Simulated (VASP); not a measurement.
A convergence study with VASP on HfB₂ (AlB2 type): one setting is varied, all else stays as given below, so the limit is that of these other settings.

```
HfB2
1.0
    1.57000    -2.71932     0.00000
    1.57000     2.71932     0.00000
    0.00000     0.00000     3.48000
Hf B
1 2
Direct
  0.00000   0.00000   0.00000
  0.33333   0.66667   0.50000
  0.66667   0.33333   0.50000
```

Calculation: PBE GGA, VASP's PBE PAW potentials (set 64) (plane waves; VASP). The tightest run used: 700 eV cut-off, 21×21×16 Γ-centred mesh, tetrahedra with Blöchl corrections, potentials Hf_pv B.

The reference is 21×21×16 mesh, which took about 2 core-minutes. Times come from single runs on busy shared machines, so they are rough: good to a factor of about 2.

Question: Of the settings 3×3×2 mesh; 4×4×3 mesh; 5×5×4 mesh; 6×6×5 mesh; 7×7×5 mesh; 8×8×6 mesh; 9×9×7 mesh; 10×10×8 mesh; 11×11×8 mesh; 12×12×9 mesh; 13×13×10 mesh; 14×14×11 mesh; 15×15×12 mesh; 16×16×12 mesh; 17×17×13 mesh; 18×18×14 mesh; 19×19×15 mesh; 20×20×15 mesh; 21×21×16 mesh, which is the lowest that keeps the difference from the reference in E (eV/atom) within 0.001 from there on, and what does it cost?

Answer: 11×11×8 mesh; its cost over the reference is about 1/6.
```
setting        difference in E (eV/atom)  cost over the reference
-------------  -------------------------  -----------------------
3×3×2 mesh                        0.0136               about 1/30
4×4×3 mesh                        0.0189               about 1/20
5×5×4 mesh                        0.0075               about 1/10
6×6×5 mesh                        0.0106               about 1/20
7×7×5 mesh                        0.0106                about 1/9
8×8×6 mesh                        0.0002               about 1/10
9×9×7 mesh                        0.0027                about 1/8
10×10×8 mesh                      0.0013                about 1/5
11×11×8 mesh                      0.0004                about 1/6
12×12×9 mesh                      0.0005                about 1/3
13×13×10 mesh                     0.0003                about 1/2
14×14×11 mesh                     0.0001                about 1/3
15×15×12 mesh                     0.0001                about 1/2
16×16×12 mesh                     0.0004     within a factor of 2
17×17×13 mesh                     0.0003     within a factor of 2
18×18×14 mesh                     0.0001     within a factor of 2
19×19×15 mesh                     0.0001     within a factor of 2
20×20×15 mesh                     0.0001     within a factor of 2
21×21×16 mesh                     0.0000                reference
```

Left out are rungs that failed or repeat a setting and relaxations that didn't move; long series are thinned to 24 rows.

The compound is HfB2 in the AlB2 type structure. The cell was not relaxed at this level.
